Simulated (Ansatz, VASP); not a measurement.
# Cross-check of InGaSbAs between VASP and Ansatz

One calculation is typed for both programs; each brings its own data sets. How far apart do they land? The cell is generated by rule, not measured, and may not be a known phase. The cell is taken from a series of runs on this material, whose earlier steps may have relaxed, scaled, displaced or heated it; both programs get it as it stands.

Program: Ansatz 0.2.0. Level of theory: plane waves, with VASP 6.6.1 beside it; single point at HSE06. Results are calculated unless marked as measured.

The structure was built from a prototype and need not be the compound's stable phase.

### Step 1. Starting point

The structure is orthorhombic, space group Pmm2 (No. 25). Conventional cell: a = 4.285 Å, b = 4.327 Å, c = 6.121 Å, α = 90.00°, β = 90.00°, γ = 90.00°. Nearest to In lie 2 As at 2.64 Å and 2 Sb at 2.78 Å. Nearest to As lie 2 Ga at 2.52 Å and 2 In at 2.64 Å. Ga has 2 As at 2.52 Å and 2 Sb at 2.64 Å nearest. Nearest to Sb lie 2 Ga at 2.64 Å and 2 In at 2.78 Å. It derives from InAs. Farther neighbours are not listed.

### Step 2. Ansatz: single point, HSE06

Ansatz runs on its default PAW (the set named soft_2) files.

With cell and atoms fixed, the geometry can't cause a difference; cores, projectors, grids and the points listed under the comparison can.

File input.yaml:

```yaml
crystal:
  lattice:
    - [4.3273715747, 0.0, 0.0]
    - [0.0, 4.2852318524, 0.0]
    - [0.0, 0.0, 6.1213894151]
  atoms:
    - { symbol: In, position: [0.0, 0.0, 0.1421160054] }
    - { symbol: As, position: [0.5, 0.0, 0.3902374247] }
    - { symbol: Ga, position: [0.5, 0.5, 0.6075232557] }
    - { symbol: Sb, position: [0.0, 0.5, 0.8533768713] }
kpoints:
  mp_grid: { grid: [4, 4, 4] }
hamiltonian:
  xc: hse06
scf:
  occupations: { method: fermi_dirac, width: 0.03 }
  n_extra_bands: 5
output:
  eigenvalues: true
```

The run is started by

```
> ansatz run input.yaml --threads 3 --pin off --max-ram 92160MiB --backend cuda --devices 1 --max-vram 13GiB --events-out ev --progress --plain --runs-dir out
```

Numbers of over 12 decimals in the logs are rounded to 6 here.

Output:

```text
scf.n_extra_bands = 5 over 28 filled bands (N_el = 56.0): the run solves 33 bands
GPUs: using 1 of 1 available (devices: 1).
Engine: ansatz 0.2.0, x86_64-unknown-linux-gnu
Pseudopotentials: kind: paw
Pseudopotential: In, paw, valence charge 13, recommended cutoff 420 eV (normal), In.paw.azcp
Pseudopotential: As, paw, valence charge 15, recommended cutoff 420 eV (normal), As.paw.azcp
Pseudopotential: Ga, paw, valence charge 13, recommended cutoff 420 eV (normal), Ga.paw.azcp
Pseudopotential: Sb, paw, valence charge 15, recommended cutoff 420 eV (normal), Sb.paw.azcp
Functional definition: HSE06
  parameter a = 0.25
  parameter omega = 0.11/bohr
  exchange = pbe_x - a*pbe_x_sr(omega) + a*exact_x_sr(omega)
  correlation = pbe_c
device memory: the entry about to start is reckoned to put 1.3 GiB on a device that reports 49.0 GiB free (of which the cap on the GPU budget leaves the run 13.0 GiB)
GPU FFT provider: cuFFT
GPU libraries: cuBLAS 13.8.2, cuFFT 12.4.0, cuSOLVER 12.3.4
Crystal: 4 atoms, lattice volume = 113.514 Å³
Basis set: ecut = 420 eV, 2205 PW (Γ)
Bands: 33, of which v1, the nominal top of the filled ones, is band 28 counted from 1 (27 counted from 0)
Symmetry: 4 space group operations
Space group: Pmm2 (ITA 25), of the structure as read, at distance tolerance 4.8e-5 Å
k-points: 27 of 64 (time reversal used)
Non-local potential: In, projectors of the file, l = 0: 2, l = 1: 2, l = 2: 2, l = 3: 2
Non-local potential: As, projectors of the file, l = 0: 2, l = 1: 2, l = 2: 3, l = 3: 1
Non-local potential: Ga, projectors of the file, l = 0: 2, l = 1: 2, l = 2: 3, l = 3: 1
Non-local potential: Sb, projectors of the file, l = 0: 2, l = 1: 2, l = 2: 2, l = 3: 2
PAW form: soft (Blöchl's): semilocal exchange-correlation on the pseudo side does not see the compensation charge
PAW frozen core: In, regenerated for the run's functional, and the local potential with it (the file was generated under x = pbe(κ = 0.804, μ = 0.219515), c = pbe(β = 0.066725))
PAW frozen core: As, regenerated for the run's functional, and the local potential with it (the file was generated under x = pbe(κ = 0.804, μ = 0.219515), c = pbe(β = 0.066725))
PAW frozen core: Ga, regenerated for the run's functional, and the local potential with it (the file was generated under x = pbe(κ = 0.804, μ = 0.219515), c = pbe(β = 0.066725))
PAW frozen core: Sb, regenerated for the run's functional, and the local potential with it (the file was generated under x = pbe(κ = 0.804, μ = 0.219515), c = pbe(β = 0.066725))
PAW one-centre angular grid: In, 590 points (default); XC on 64 Gauss nodes
PAW one-centre angular grid: As, 590 points (default); XC on 64 Gauss nodes
PAW one-centre angular grid: Ga, 590 points (default); XC on 64 Gauss nodes
PAW one-centre angular grid: Sb, 590 points (default); XC on 64 Gauss nodes
Initial density: superposition of atomic densities (neutral atoms: chi_scale 0, normalization atom), corrected by the library's trained network
Initial wavefunctions: pseudopotential atomic-orbital guess
GPU buffer pool allocated for 40500 grid points (all kernels)
GPU transforms: local potential and band sums: pruned to the plane-wave sphere, on 30×30×45
Functional: x = pbe(κ = 0.804, μ = 0.219515), c = pbe(β = 0.066725), warm-up for x = pbe(κ = 0.804, μ = 0.219515) + 0.25 (exact − pbe) at short range (hse, ω = 0.207870 Å⁻¹), c = pbe(β = 0.066725); HSE06 as pw.x's `hse` composes it (authors' and Libxc's form: `xc: wpbeh`)
SCF iter   1: F=—  HF=-20722.057258 eV  |F-HF|=—  |Δ(HF+E_count)|=         —  Δρ=1.88e-3  dr2=7.89e-3  ethr=1.77e-3  ⟨swp⟩=7.1  Hψ=3565  notcnv=0
preconditioner: auto → Kerker (q_TF=auto, 2.425 Å⁻¹)  [metal: Δε(μ)=0.057 eV  Ē_g=13.567 eV  σ=0.030 eV  W_gap=0.40  n_scr=28 (ndim 8)  ℏωp=20.9 eV  f_vac=0.095  D(μ)=0.68/eV (n_scr^D=2)]
SCF iter   2: F=—  HF=-20722.056808 eV  |F-HF|=—  |Δ(HF+E_count)|=   4.50e-4  Δρ=1.03e-3  dr2=2.84e-3  ethr=1.41e-5  ⟨swp⟩=4.8  Hψ=2556  notcnv=0  defer=18
SCF iter   3: F=—  HF=-20722.056359 eV  |F-HF|=—  |Δ(HF+E_count)|=   4.49e-4  Δρ=4.37e-4  dr2=6.13e-4  ethr=5.06e-6  ⟨swp⟩=3.8  Hψ=1836  notcnv=0  defer=6
SCF iter   4: F=—  HF=-20722.056262 eV  |F-HF|=—  |Δ(HF+E_count)|=   9.71e-5  Δρ=2.14e-4  dr2=1.58e-4  ethr=1.09e-6  ⟨swp⟩=4.0  Hψ=2138  notcnv=0  defer=3
SCF iter   5: F=—  HF=-20722.056274 eV  |F-HF|=—  |Δ(HF+E_count)|=   1.19e-5  Δρ=1.09e-4  dr2=5.14e-5  ethr=2.83e-7  ⟨swp⟩=3.1  Hψ=1764  notcnv=0  defer=1
SCF iter   6: F=—  HF=-20722.056284 eV  |F-HF|=—  |Δ(HF+E_count)|=   1.07e-5  Δρ=6.00e-5  dr2=8.42e-6  ethr=9.19e-8  ⟨swp⟩=3.7  Hψ=2238  notcnv=0  defer=1
SCF iter   7: F=—  HF=-20722.056287 eV  |F-HF|=—  |Δ(HF+E_count)|=   2.34e-6  Δρ=3.74e-5  dr2=2.82e-6  ethr=1.50e-8  ⟨swp⟩=4.1  Hψ=2326  notcnv=0  defer=1
SCF iter   8: F=—  HF=-20722.056288 eV  |F-HF|=—  |Δ(HF+E_count)|=   1.55e-6  Δρ=1.28e-5  dr2=3.20e-7  ethr=5.03e-9  ⟨swp⟩=3.3  Hψ=2046  notcnv=0  defer=1
SCF iter   9: F=—  HF=-20722.056289 eV  |F-HF|=—  |Δ(HF+E_count)|=   2.41e-7  Δρ=5.66e-6  dr2=8.85e-8  ethr=5.71e-10  ⟨swp⟩=3.5  Hψ=2254  notcnv=0
SCF iter  10: F=—  HF=-20722.056289 eV  |F-HF|=—  |Δ(HF+E_count)|=   8.63e-8  Δρ=2.44e-6  dr2=1.15e-8  ethr=1.58e-10  ⟨swp⟩=3.3  Hψ=2007  notcnv=0
[...]
SCF 1 converged in 12 iterations: F = -20722.056289 eV  dr2 = 3.78e-10
[...]
GPU FFT provider: cuFFT
GPU libraries: cuBLAS 13.8.2, cuFFT 12.4.0, cuSOLVER 12.3.4
Initial density: handed on by an earlier stage of this run
Initial wavefunctions: those handed on with the density
GPU buffer pool allocated for 40500 grid points (all kernels)
GPU transforms: local potential and band sums: pruned to the plane-wave sphere, on 30×30×45
Functional: x = pbe(κ = 0.804, μ = 0.219515) + 0.25 (exact − pbe) at short range (hse, ω = 0.207870 Å⁻¹), c = pbe(β = 0.066725); HSE06 as pw.x's `hse` composes it (authors' and Libxc's form: `xc: wpbeh`)
Exchange kernel: α = 0.2500, screened, ω = 0.2079 Å⁻¹, Wigner–Seitz truncation, v(0) = 1042.3926 eV·Å³, q-mesh 4×4×4, nearest image of the exchange supercell L = 17.14 Å, pair-density grid 20×20×27, without the augmentation charges, whose exchange is taken in its separable form by FFT convolution over the k-point mesh (sized by the pseudopotential files, 30×30×45 at the most), smooth part of the exact exchange by density-matrix convolution in up to 6.37 GiB of GPU memory as planned if the GPU has room (build and FFT work areas not counted)
Frozen-core exchange: fock
[...]
eigensolver tolerance schedule calibrated: the retry pair's looser diagonalisation under-reported the residual by θ = 0.36 (0.11/decade); ethr = c·dr2/N_el runs at the constant in force after the calibration composes with the one it found (an armed cap, an earlier calibration), c = 8.7e-2
preconditioner: auto → Kerker (q_TF=auto, 2.425 Å⁻¹)  [metal: Δε(μ)=0.066 eV  Ē_g=15.781 eV  σ=0.030 eV  W_gap=0.50  n_scr=28 (ndim 8)  ℏωp=20.9 eV  f_vac=0.091  D(μ)=0.39/eV (n_scr^D=0)]
[...]
preconditioner: auto → none  [insulator: Δε(μ)=0.075 eV  Ē_g=15.678 eV  σ=0.030 eV  W_gap=0.55  n_scr=28 (ndim 8)  ℏωp=20.9 eV  f_vac=0.091  D(μ)=0.36/eV (n_scr^D=0)]
[...]
SCF iter   4: F=—  HF=-20732.128934 eV  |F-HF|=—  |Δ(HF+E_count)|=   1.99e-2  Δρ=1.59e-3  dr2=1.95e-3  ethr=2.48e-6  ⟨swp⟩=4.8  Hψ=3320  notcnv=0
iter 5 solved again at ethr=3.22e-8 eV; its pass at ethr=2.48e-6 eV (dr2=2.07e-5 eV) is discarded
SCF iter   5: F=—  HF=-20732.128372 eV  |F-HF|=—  |Δ(HF+E_count)|=   5.62e-4  Δρ=1.36e-4  dr2=1.26e-4  ethr=3.22e-8  ⟨swp⟩=4.1  Hψ=4586  notcnv=0
SCF iter   6: F=—  HF=-20732.128974 eV  |F-HF|=—  |Δ(HF+E_count)|=   6.02e-4  Δρ=2.06e-4  dr2=6.15e-5  ethr=3.22e-8  ⟨swp⟩=5.1  Hψ=3003  notcnv=0
SCF iter   7: F=-20732.128956 eV  HF=-20732.128956 eV  |F-HF|=4.35e-7  |Δ(HF+E_count)|=   1.75e-5  Δρ=2.98e-5  dr2=5.87e-6  ethr=3.22e-8  ⟨swp⟩=4.0  Hψ=2009  notcnv=0
SCF 2 stopped early in 7 iterations: F = -20732.128956 eV  dr2 = 5.87e-6
hybrid outer 1: dexx = +2.384e-2 eV, tail = 1.25e-4 eV
GPU FFT provider: cuFFT
GPU libraries: cuBLAS 13.8.2, cuFFT 12.4.0, cuSOLVER 12.3.4
GPU buffer pool allocated for 40500 grid points (all kernels)
GPU transforms: local potential and band sums: pruned to the plane-wave sphere, on 30×30×45
Exchange kernel: α = 0.2500, screened, ω = 0.2079 Å⁻¹, Wigner–Seitz truncation, v(0) = 1042.3926 eV·Å³, q-mesh 4×4×4, nearest image of the exchange supercell L = 17.14 Å, pair-density grid 20×20×27, without the augmentation charges, whose exchange is taken in its separable form by FFT convolution over the k-point mesh (sized by the pseudopotential files, 30×30×45 at the most), smooth part of the exact exchange by density-matrix convolution in up to 6.37 GiB of GPU memory as planned if the GPU has room (build and FFT work areas not counted)
Frozen-core exchange: fock
SCF iter   1: F=—  HF=-20732.129018 eV  |F-HF|=—  |Δ(HF+E_count)|=         —  Δρ=5.25e-5  dr2=2.49e-6  ethr=1.11e-6  ⟨swp⟩=4.6  Hψ=1982  notcnv=0
preconditioner: auto → none  [insulator: Δε(μ)=0.189 eV  Ē_g=15.699 eV  σ=0.030 eV  W_gap=0.92  n_scr=28 (ndim 8)  ℏωp=20.9 eV  f_vac=0.092  D(μ)=0.08/eV (n_scr^D=0)]
SCF iter   2: F=—  HF=-20732.129022 eV  |F-HF|=—  |Δ(HF+E_count)|=   3.57e-6  Δρ=3.20e-5  dr2=9.79e-7  ethr=3.92e-9  ⟨swp⟩=4.8  Hψ=3040  notcnv=0
SCF iter   3: F=—  HF=-20732.129022 eV  |F-HF|=—  |Δ(HF+E_count)|=   2.20e-7  Δρ=1.36e-5  dr2=1.40e-7  ethr=1.51e-9  ⟨swp⟩=3.0  Hψ=1725  notcnv=0
iter 4 solved again at ethr=1.23e-11 eV; its pass at ethr=2.19e-10 eV (dr2=6.90e-9 eV) is discarded
SCF iter   4: F=-20732.129021 eV  HF=-20732.129021 eV  |F-HF|=5.94e-9  |Δ(HF+E_count)|=   1.56e-8  Δρ=2.56e-6  dr2=2.35e-8  ethr=1.23e-11  ⟨swp⟩=4.3  Hψ=4370  notcnv=0  defer=1
SCF 3 converged in 4 iterations: F = -20732.129021 eV  dr2 = 2.35e-8
hybrid outer 2: dexx = +2.224e-6 eV, tail = 9.97e-8 eV, Δε = 4.19e-3 eV (about 1.87e-4 eV left of the loop's levels)
hybrid SCF converged: 2 outer / 11 inner (+12 warm-up), last move |dexx| = 2.22e-6 eV, tail = 9.97e-8 eV
Stability not checked: this state was not tested for a lower state beside it, because the functional holds exact exchange (a hybrid, or Hartree-Fock), whose exchange loop this test does not read (fock_operator; see scf.lower_state_search)
Free energy (F): -20732.129022 eV
Frozen-core exchange: fock
Harris-Foulkes:  -20732.129022 eV  (|F-HF|=5.94e-9)
Internal energy: -20732.128702 eV  (E = F + TS)
E sigma→0 (E₀):  -20732.128862 eV
Entropy (-TS):   -0.000319 eV (-0.080 meV/atom)
Fermi energy:    7.633636 eV
--- Per-component energies (eV) ---
  E_band       = -707.729148
  E_kinetic    = 667.871698
  E_local      = -7248.734023  (includes V_loc(G=0)·N_el)
  E_nonlocal   = 485.439478
  E_hartree    = 3420.703981
  E_xc         = -400.740911
  E_vxc        = -266.084115  (∫ρ·V_xc dr)
  E_exx        = -182.230566  (= α·E_x^exact, valence–valence)
  E_paw        = -12487.663477  (= ΣΔE_a)
  E_vpaw       = -823.167485  (= ΣTr[D̂ρ^β])
  E_aug_tail   = -0.000077  (compensation charges beyond the density's cutoff)
  E_ewald      = -4986.663346
  E_core_change = -0.111459  (= ΣΔE_core)
  E_smearing   = -0.000319  (= −TS)
  E_closure    = -0.000000  (closes the sum)
  Σ components = -20732.129022   (vs F -20732.129022, Δ=3.64e-12)
--- Band table (eV; the first three rows and the last of 27) ---
  k-point 0: bands = [... 24 lower, 4.5687, 7.1818, 7.2867, 7.5387, 7.7286, 9.2248, 9.6632, 11.3275, ... 1 higher]
  k-point 1: bands = [... 24 lower, 4.8082, 5.3044, 6.6840, 6.9823, 8.9591, 9.4834, 10.2823, 10.9968, ... 1 higher]
  k-point 2: bands = [... 24 lower, 4.9930, 5.2674, 5.9418, 6.4213, 9.3277, 9.6100, 10.6384, 11.4029, ... 1 higher]
  k-point 26: bands = [... 24 lower, 3.8548, 3.9933, 4.0680, 4.1505, 11.9585, 12.0283, 12.0955, 12.4097, ... 1 higher]
```

(Part 1 of 2 ends here.)

[Lines on the potential files, build, host, timing and source positions are cut from VASP's logs without a mark.]

[Logs are printed without paths, hosts, clocks, repeated set-up lines and the standing remarks that a program may print on its own settings, such as how far it seeks lower states.]

[Hosts, paths, dates, database ids (printed as entryN), source tags and the programs' standing remarks are cut or masked in the printed files.]
